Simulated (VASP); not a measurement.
All values below come from HSE06 screened hybrid with D3 dispersion (Becke-Johnson damping), VASP's PBE PAW potentials (set 64) (plane waves; VASP 6.6.1).

Input for VASP

INCAR:
```
AEXX=0.25
ALGO=Normal
EDIFF=1E-6
ENCUT=400
GGA=PE
HFSCREEN=0.2
ISIF=2
ISMEAR=1
ISYM=3
IVDW=12
LASPH=T
LCHARG=F
LHFCALC=T
LREAL=F
LWAVE=F
NELM=100
PREC=Accurate
PRECFOCK=Fast
SIGMA=0.1
SYSTEM=BN
```

File POSCAR:
```
BN
1
    2.6368710000     0.0000000000     0.0000000000
   -1.3184360000     2.2835970000     0.0000000000
    0.0000000000     0.0000000000     8.6324400000
B N
4 4
Direct
  0.0023380000   0.0060710000  -0.0008020000
 -0.0163300000  -0.0088000000   0.4997080000
  0.6673320000   0.3264440000   0.7489680000
  0.3408650000   0.6599470000   0.2503130000
  0.0087290000   0.0044990000   0.8103830000
 -0.0017490000   0.0077860000   0.3136930000
  0.6619380000   0.3283240000   0.5641030000
  0.3368780000   0.6757300000   0.0648940000
```

**KPOINTS**
```
Automatic mesh
0
Gamma
10 10 3
0 0 0
```

POTCAR, in this order: B N (PBE.64 set). Program: vasp_std.

The resulting files:

stdout:
```
 POSCAR found type information on POSCAR B N
 POSCAR found :  2 types and       8 ions
 Reading from existing POTCAR
 Reading from existing POTCAR

 -----------------------------------------------------------------------------
|                                                                             |
|     EEEEEEE  RRRRRR   RRRRRR   OOOOOOO  RRRRRR      ###     ###     ###     |
|     E        R     R  R     R  O     O  R     R     ###     ###     ###     |
|     E        R     R  R     R  O     O  R     R     ###     ###     ###     |
|     EEEEE    RRRRRR   RRRRRR   O     O  RRRRRR       #       #       #      |
|     E        R   R    R   R    O     O  R   R                               |
|     E        R    R   R    R   O     O  R    R      ###     ###     ###     |
|     EEEEEEE  R     R  R     R  OOOOOOO  R     R     ###     ###     ###     |
|                                                                             |
|     Unsupported xc functional, please specify VDW_S6, VDW_S8, VDW_A1        |
|     and VDW_A2 in the INCAR file.                                           |
|                                                                             |
|       ---->  I REFUSE TO CONTINUE WITH THIS SICK JOB ... BYE!!! <----       |
|                                                                             |
 -----------------------------------------------------------------------------
```

VASP stops with an error: Unsupported xc functional, please specify VDW_S6, VDW_S8, VDW_A1 and VDW_A2 in the INCAR file. ----> I REFUSE TO CONTINUE WITH THIS SICK JOB ... BYE!!! <----

The structure was generated: BN was put into an ordered model structure, which need not be its known phase. The cell was not relaxed at this level, atoms are displaced from their ideal sites. The run is one of a series of settings (AEXX = 0.25, GGA = PE, HFSCREEN = 0.2, ISYM = 3, IVDW = 12, LHFCALC = .TRUE., PRECFOCK = Fast, KPOINTS 10×10×3 Γ-centred mesh, POTCAR B N (PBE.64 set) against the base run), some of them coarse on purpose.
